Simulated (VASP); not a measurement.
An input for Ansatz (written as the equivalent of a VASP run, and not itself run):

Ansatz 0.2 input:
```yaml
crystal:
  lattice:
    - [0.0000000, 3.3000000, 3.3000000]
    - [3.3000000, 0.0000000, 3.3000000]
    - [3.3000000, 3.3000000, 0.0000000]
  atoms:
    - { symbol: K, position: [0.0000000, 0.0000000, 0.0000000] }
    - { symbol: Br, position: [0.5000000, 0.5000000, 0.5000000] }
kpoints:
  mp_grid: { grid: [6, 6, 6] }
hamiltonian:
  xc: r2scan
  pseudopotentials: { kind: paw }
scf:
  occupations: { method: gaussian, width: 0.05 }
  max_iter: 100
relax:
  max_steps: 60
  f_tol: 0.01
  cell: {}
output: { forces: true, stress: true, eigenvalues: true }
```

Problem. Translate this input to VASP (INCAR, KPOINTS, POSCAR, choice of POTCAR).

Solution. One answer among several that fit: 
**INCAR**
```
# general
SYSTEM  = KBr
PREC    = Accurate
ENCUT   = 480
LREAL   = .FALSE.
LASPH   = .TRUE.

# electronic loop
EDIFF   = 1E-6
NELM    = 100
ALGO    = Normal
LMAXMIX = 4
LMIXTAU = .TRUE.

# smearing
ISMEAR  = 0
SIGMA   = 0.05

# functional
METAGGA = R2SCAN

# ions
IBRION  = 2
NSW     = 60
ISIF    = 3
EDIFFG  = -0.01

# output
LWAVE   = .FALSE.
LCHARG  = .FALSE.
```

**POSCAR**
```
KBr
1.0
  0.0000000000   3.3000000000   3.3000000000
  3.3000000000   0.0000000000   3.3000000000
  3.3000000000   3.3000000000   0.0000000000
K Br
1 1
Cart
  0.0000000000   0.0000000000   0.0000000000
  3.3000000000   3.3000000000   3.3000000000
```

**KPOINTS**
```
Automatic mesh
0
Gamma
6 6 6
0 0 0
```

POTCAR, in this order: K_sv Br (PBE.64 set). Program: vasp_std.

What does not carry over: each code has its own PAW files, so the cut-off isn't converted (ENCUT is set for VASP's; basis.ecutwfc is left out, and Ansatz then takes the one that its files recommend); Ansatz stops its SCF on the density residual and VASP on the energy change (EDIFF).

The compound is KBr in the rock salt structure. This run relaxes it. Symmetry was kept, so distortions that lower it aren't found.
